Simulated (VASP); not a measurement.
A convergence study with VASP on TaC (rock salt): a few settings are varied, all else stays as given below, so the limit is that of these other settings.

```yaml
crystal:
  lattice:
    - [0.00000, 2.23000, 2.23000]
    - [2.23000, 0.00000, 2.23000]
    - [2.23000, 2.23000, 0.00000]
  atoms:
    - { symbol: Ta, position: [0.00000, 0.00000, 0.00000] }
    - { symbol: C, position: [0.50000, 0.50000, 0.50000] }
```

All values below come from PBEsol GGA, VASP's PBE PAW potentials (set 64) (plane waves; VASP 6.6.1). The last row used: 700 eV cut-off, 22×22×22 Γ-centred mesh, second-order Methfessel-Paxton smearing of 0.40 eV, potentials Ta_pv C.

```tsv
setting	E (eV/atom)	pressure (GPa)	irreducible k-points
ISMEAR = -1, SIGMA = 0.01, 8×8×8 mesh	-11.7581	-3.82	29
ISMEAR = -1, SIGMA = 0.1, 8×8×8 mesh	-11.7600	-3.79	29
ISMEAR = 0, SIGMA = 0.01, 8×8×8 mesh	-11.7580	-3.82	29
ISMEAR = 0, SIGMA = 0.1, 8×8×8 mesh	-11.7588	-3.83	29
ISMEAR = 1, SIGMA = 0.01, 8×8×8 mesh	-11.7579	-3.82	29
ISMEAR = 1, SIGMA = 0.2, 8×8×8 mesh	-11.7586	-3.84	29
ISMEAR = 2, SIGMA = 0.05, 8×8×8 mesh	-11.7582	-3.82	29
ISMEAR = 2, SIGMA = 0.2, 8×8×8 mesh	-11.7583	-3.83	29
ISMEAR = -1, SIGMA = 0.01, 16×16×16 mesh	-11.7635	-3.91	145
ISMEAR = -1, SIGMA = 0.2, 16×16×16 mesh	-11.7615	-3.55	145
ISMEAR = 0, SIGMA = 0.01, 16×16×16 mesh	-11.7635	-3.91	145
ISMEAR = 0, SIGMA = 0.2, 16×16×16 mesh	-11.7632	-3.87	145
ISMEAR = 1, SIGMA = 0.01, 16×16×16 mesh	-11.7635	-3.91	145
ISMEAR = 1, SIGMA = 0.4, 16×16×16 mesh	-11.7622	-3.92	145
ISMEAR = 2, SIGMA = 0.05, 16×16×16 mesh	-11.7635	-3.91	145
ISMEAR = 2, SIGMA = 0.4, 16×16×16 mesh	-11.7627	-3.93	145
ISMEAR = -1, SIGMA = 0.05, 22×22×22 mesh	-11.7618	-3.87	328
ISMEAR = -1, SIGMA = 0.2, 22×22×22 mesh	-11.7612	-3.55	328
ISMEAR = 0, SIGMA = 0.05, 22×22×22 mesh	-11.7619	-3.88	328
ISMEAR = 0, SIGMA = 0.2, 22×22×22 mesh	-11.7615	-3.84	328
ISMEAR = 1, SIGMA = 0.05, 22×22×22 mesh	-11.7618	-3.88	328
ISMEAR = 1, SIGMA = 0.4, 22×22×22 mesh	-11.7614	-3.89	328
ISMEAR = 2, SIGMA = 0.1, 22×22×22 mesh	-11.7619	-3.88	328
ISMEAR = 2, SIGMA = 0.4, 22×22×22 mesh	…	-3.88	328
```

### Question
Fill in the missing entries.

### Answer

- ISMEAR = 2, SIGMA = 0.4, 22×22×22 mesh, E (eV/atom): -11.7613

VASP warned of too few bands at ISMEAR = -1, SIGMA = 0.2, 16×16×16 mesh; ISMEAR = 1, SIGMA = 0.4, 16×16×16 mesh; ISMEAR = -1, SIGMA = 0.2, 22×22×22 mesh; ISMEAR = 1, SIGMA = 0.4, 22×22×22 mesh.

Left out are rungs that failed or repeat a setting and relaxations that didn't move; long series are thinned to 24 rows.

The compound is TaC in the rock salt structure. The cell was not relaxed at this level. The electron count is odd and the run is not spin-polarised, which forces a metal.
